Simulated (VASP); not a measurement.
```
CELL_PARAMETERS angstrom
      0.00000     2.47854     2.47854
      2.47854     0.00000     2.47854
      2.47854     2.47854     0.00000
ATOMIC_POSITIONS crystal
  W  0.00000 0.00000 0.00000
  S  0.50000 0.50000 0.50000
```

Calculation: PBE GGA, VASP's PBE PAW potentials (set 64) (plane waves; VASP 6.6.1). Run with 400 eV cut-off, Gaussian smearing of 0.050 eV, potentials W_sv S.

Unless said otherwise, spin-orbit coupling is left out, though it shifts the bands of the heavy elements here.

Question: Predict the band gap (along the path) with the smallest direct gap where there is one.

Answer: 
```
Quantity                                                     Result
-------------------------  ----------------------------------------
band gap (along the path)  none (metal, semimetal or under 0.01 eV)
```

Total energies compare only between runs with the same potentials, cut-off and functional.

The structure was generated: WS was put into the rock salt type (Fm-3m), which need not be its known phase. It was relaxed first, which changed the volume by -36 %.
